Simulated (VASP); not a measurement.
Consider the following.

```
AlN
1.0
    0.00000     2.17335     2.17335
    2.17335     0.00000     2.17335
    2.17335     2.17335     0.00000
Al N
1 1
Direct
  0.00000   0.00000   0.00000
  0.75000   0.75000   0.75000
```

Method: LDA (Ceperley-Alder, Perdew-Zunger), VASP's LDA PAW potentials (set 64) (plane waves; VASP). Settings: 520 eV cut-off, 10×10×10 Γ-centred mesh, Gaussian smearing of 0.010 eV, potentials Al N.

Question: Give the electronic dielectric tensor ε∞ (DFPT, local fields included).

Answer: 
```
4.55  0.00  0.00
0.00  4.55  0.00
0.00  0.00  4.55
```

Question: Give the Born effective charges.

Answer: 
```csv
atom,Z*xx,Z*yy,Z*zz,mean
Al1,2.53,2.53,2.53,2.53
N2,-2.53,-2.53,-2.53,-2.53
```

The structure comes from a computed database's AlN entry (F-43m); how it stands against other phases isn't given here. It was relaxed first.
